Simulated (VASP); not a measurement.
# Ga2O3: structure and properties in VASP, part 6 of 7

Aim: relax Ga2O3, then compute properties on the relaxed cell. The start is a computed cell from the Materials Project.

VASP 6.6.1; rev-vdW-DF2; plane waves and PAW (Ga_d, O).

So far, gap on the k-mesh (eV): step 2 (full relaxation (rev-vdW-DF2)) 2.57; step 3 (second relaxation) 2.57; step 6 (total and projected DOS (rev-vdW-DF2)) 2.57; step 7 (volume scan with rev-vdW-DF2) 3.24; step 8 (volume scan with rev-vdW-DF2 (run 2)) 3.01.

## (12) Volume scan with rev-vdW-DF2 (run 6)

INCAR reads:

```
SYSTEM = Ga2O3
PREC = Accurate
ENCUT = 520
EDIFF = 1E-06
NELM = 100
ISMEAR = 0
SIGMA = 0.05
LREAL = .FALSE.
ALGO = Normal
GGA = MK
AGGAC = 0
LUSE_VDW = .TRUE.
PARAM1 = 0.1234
PARAM2 = 0.711357
ZAB_VDW = -1.8867
LASPH = .TRUE.
NBANDS = 54
LORBIT = 11
LWAVE = .FALSE.
LCHARG = .FALSE.
KPAR = 8
ISIF = 2
```

POSCAR reads:

```
Ga2O3
1.0
    2.5503816556      1.4724635353      4.5680175821
   -2.5503816556      1.4724635353      4.5680175821
    0.0000000000     -2.9449270708      4.5680175821
Ga O
4 6
Direct
    0.8559659972      0.8559659972      0.8559659972
    0.6440340028      0.6440340028      0.6440340028
    0.1440340028      0.1440340028      0.1440340028
    0.3559659972      0.3559659972      0.3559659972
    0.7500000000      0.4472636660      0.0527363340
    0.4472636660      0.0527363340      0.7500000000
    0.0527363340      0.7500000000      0.4472636660
    0.2500000000      0.5527363340      0.9472636660
    0.9472636660      0.2500000000      0.5527363340
    0.5527363340      0.9472636660      0.2500000000
```

KPOINTS reads:

```
Automatic mesh
0
Gamma
7 7 7
0 0 0
```

The projector-augmented-wave data sets are Ga_d and O (PBE family, release 64).

Started as:

```sh
$ mpirun -np 8 vasp_std
```

Output:

```text
[... set-up lines as in an earlier step ...]
 entering main loop
       N       E                     dE             d eps       ncg     rms          rms(c)
DAV:   1     0.123103501268E+04    0.12310E+04   -0.40176E+04  5600   0.302E+03
DAV:   2     0.217976649432E+03   -0.10131E+04   -0.95971E+03  4904   0.813E+02
DAV:   3    -0.276451789099E+02   -0.24562E+03   -0.23812E+03  5502   0.261E+02
DAV:   4    -0.477998090592E+02   -0.20155E+02   -0.19942E+02  6078   0.800E+01
[...]
DAV:  12    -0.400176230613E+02   -0.11605E-04   -0.21055E-04  5774   0.105E-01    0.201E-02
DAV:  13    -0.400176197576E+02    0.33037E-05   -0.35309E-05  6580   0.323E-02    0.295E-03
DAV:  14    -0.400176196690E+02    0.88625E-07   -0.27793E-06  3844   0.114E-02
   1 F= -.40017620E+02 E0= -.40017620E+02  d E =-.130790E-12
```

It took 3.4 min on 8 MPI ranks of AMD EPYC 7R43, shared host; peak memory 5.4 GiB; 27 min of CPU time.

From OUTCAR (step 12):

```text
  Total       -4.9777005     -4.9777005     -4.4100087      0.0000000      0.0000000      0.0000000
  in kB      -77.4837445    -77.4837445    -68.6469572      0.0000000      0.0000000      0.0000000
  external PRESSURE =     -74.5381487 kB  Pullay stress =       0.0000000 kB

 POSITION                                       TOTAL-FORCE (eV/Angst)
 -----------------------------------------------------------------------------------
      0.00000     -0.00000     11.73020         0.000000      0.000000     -0.000380
      0.00000     -0.00000      8.82588         0.000000     -0.000000      0.000380
      0.00000     -0.00000      1.97385         0.000000     -0.000000      0.000380
      0.00000     -0.00000      4.87818         0.000000      0.000000     -0.000380
      0.77209      1.60762      5.71002        -0.001288      0.002230     -0.000000
      1.00620     -1.47246      5.71002         0.002575      0.000000     -0.000000
     -1.77829     -0.13516      5.71002        -0.001288     -0.002230     -0.000000
     -0.77209     -1.60762      7.99403         0.001288     -0.002230     -0.000000
      1.77829      0.13516      7.99403         0.001288      0.002230     -0.000000
     -1.00620      1.47246      7.99403        -0.002575      0.000000     -0.000000
 -----------------------------------------------------------------------------------
    total drift:                               -0.000000     -0.000000      0.000000

  FREE ENERGIE OF THE ION-ELECTRON SYSTEM (eV)
  ---------------------------------------------------
  free  energy   TOTEN  =       -40.0176196690 eV

  energy  without entropy=      -40.0176196690  energy(sigma->0) =      -40.01761967

[... 1 part as in an earlier step ...]

[... 2 further parts left out ...]
[key lines of the parts left out:]
E-fermi :   3.9375
```

The pressure falls from -3.90 to -7.45 GPa.

The run ends at a pressure of -7.45 GPa, with forces up to 0.0026 eV/Å.

## (13) Volume scan with rev-vdW-DF2 (run 7)

A prediction first. A parabola through the 6 pressures of evenly scaled cells so far, P = 0.07 -210.9 t +496 t² GPa with t = ln(V/V₁) and V₁ the volume at scale 1, gives -10.54 GPa at t = +0.0583.

INCAR is that of step 12.

Edit POSCAR of step 12 so:

```diff
@@ -2,5 +2,5 @@
 1.0
-    2.5503816556      1.4724635353      4.5680175821
-   -2.5503816556      1.4724635353      4.5680175821
-    0.0000000000     -2.9449270708      4.5680175821
+    2.5666265627      1.4818425368      4.5971140199
+   -2.5666265627      1.4818425368      4.5971140199
+    0.0000000000     -2.9636850738      4.5971140199
 Ga O
```

KPOINTS is that of step 12.

Started as:

```sh
$ mpirun -np 8 vasp_std
```

Output:

```text
[... set-up lines as in an earlier step ...]
 entering main loop
       N       E                     dE             d eps       ncg     rms          rms(c)
DAV:   1     0.122304703001E+04    0.12230E+04   -0.40101E+04  5546   0.299E+03
DAV:   2     0.217229358127E+03   -0.10058E+04   -0.95167E+03  4880   0.809E+02
DAV:   3    -0.275058774355E+02   -0.24474E+03   -0.23767E+03  5516   0.259E+02
DAV:   4    -0.476275540775E+02   -0.20122E+02   -0.19891E+02  6068   0.799E+01
[...]
DAV:  12    -0.399066467445E+02   -0.77812E-05   -0.18752E-04  5946   0.983E-02    0.224E-02
DAV:  13    -0.399066428203E+02    0.39242E-05   -0.46116E-05  6338   0.359E-02    0.450E-03
DAV:  14    -0.399066425611E+02    0.25920E-06   -0.42221E-06  4554   0.137E-02
   1 F= -.39906643E+02 E0= -.39906643E+02  d E =-.164019E-19
```

It took 3.8 min on 8 MPI ranks; peak memory 5.9 GiB.

From OUTCAR (step 13):

```text
  Total       -7.2487859     -7.2487859     -6.4038031      0.0000000      0.0000000      0.0000000
  in kB     -110.7068732   -110.7068732    -97.8018987      0.0000000      0.0000000      0.0000000
  external PRESSURE =    -106.4052150 kB  Pullay stress =       0.0000000 kB

 POSITION                                       TOTAL-FORCE (eV/Angst)
 -----------------------------------------------------------------------------------
      0.00000     -0.00000     11.80492         0.000000      0.000000     -0.000646
      0.00000     -0.00000      8.88209         0.000000     -0.000000      0.000646
      0.00000     -0.00000      1.98642         0.000000     -0.000000      0.000646
      0.00000     -0.00000      4.90925         0.000000      0.000000     -0.000646
      0.77701      1.61786      5.74639        -0.002538      0.004395      0.000000
      1.01260     -1.48184      5.74639         0.005075     -0.000000      0.000000
     -1.78962     -0.13602      5.74639        -0.002538     -0.004395      0.000000
     -0.77701     -1.61786      8.04495         0.002538     -0.004395      0.000000
      1.78962      0.13602      8.04495         0.002538      0.004395      0.000000
     -1.01260      1.48184      8.04495        -0.005075     -0.000000      0.000000
 -----------------------------------------------------------------------------------
    total drift:                                0.000000     -0.000000      0.000000

  FREE ENERGIE OF THE ION-ELECTRON SYSTEM (eV)
  ---------------------------------------------------
  free  energy   TOTEN  =       -39.9066425611 eV

  energy  without entropy=      -39.9066425611  energy(sigma->0) =      -39.90664256

[... 1 part as in an earlier step ...]

[... 2 further parts left out ...]
[key lines of the parts left out:]
E-fermi :   3.8200
```

The pressure falls from -7.45 to -10.64 GPa. The parabola predicted -10.54 GPa, +0.10 GPa off.

## (14) Side by side

Times are for 8 MPI ranks of AMD EPYC 7R43, shared host. Results by setting:

| no. | volume scale | energy above the lowest point (meV/atom) | pressure (GPa) | gap on the k-mesh (eV) | time | memory (GiB) |
| --- | --- | --- | --- | --- | --- | --- |
| 1 | 0.94 | 27.08 | 15.03 | 3.242 | 3.5 min | 5.2 |
| 2 | 0.96 | 11.76 | 9.474 | 3.007 | 3.5 min | 5.1 |
| 3 | 0.98 | 2.96 | 4.525 | 2.783 | 3.6 min | 5.2 |
| 4 | 1 | 0 | 0.07858 | 2.567 | 3.7 min | 5.2 |
| 5 | 1.02 | 2.25 | -3.899 | 2.360 | 3.6 min | 5.3 |
| 6 | 1.04 | 9.17 | -7.454 | 2.161 | 3.4 min | 5.4 |
| 7 | 1.06 | 20.26 | -10.64 | 1.970 | 3.8 min | 5.9 |

## (15) Fit for rev-vdW-DF2

This step: Birch-Murnaghan fit, rev-vdW-DF2; plane waves and PAW (VASP 6.6.1).

No new run; the numbers come from the runs before.

Numbers from this step:

```yaml
pressure_derivative_of_the_bulk_modulus: 4.570
r_m_s_error_of_the_fit: 1.15e-6 eV/atom
minimum_inside_the_sampled_range: yes
bulk_modulus: 209.9 GPa
equilibrium_volume_of_the_fit: 9.907 Å³/atom
```

Table of energy above the fitted minimum by volume:

| volume (Å³/atom) | energy above the fitted minimum (eV/atom) |
| --- | --- |
| 9.303 | 0.0271 |
| 9.501 | 0.0118 |
| 9.699 | 0.00297 |
| 9.897 | 6.8e-6 |
| 10.095 | 0.00226 |
| 10.293 | 0.00917 |
| 10.491 | 0.0203 |

The fitted volume lies +0.10 % from the relaxed one. At a finite cutoff and mesh the minimum of the energy and the zero of the stress don't quite coincide, and the relaxation stops at a threshold.

(Continued in part 7 of 7.)

[Lines on the potential files, build, host, timing and source positions are cut from VASP's logs without a mark.]

[Logs are printed without paths, hosts, clocks, repeated set-up lines and the standing remarks that a program may print on its own settings, such as how far it seeks lower states.]

[Hosts, paths, dates, database ids (printed as entryN), source tags and the programs' standing remarks are cut or masked in the printed files.]

[A measured line is paired with the nearest computed mode of its activity, which favours agreement.]
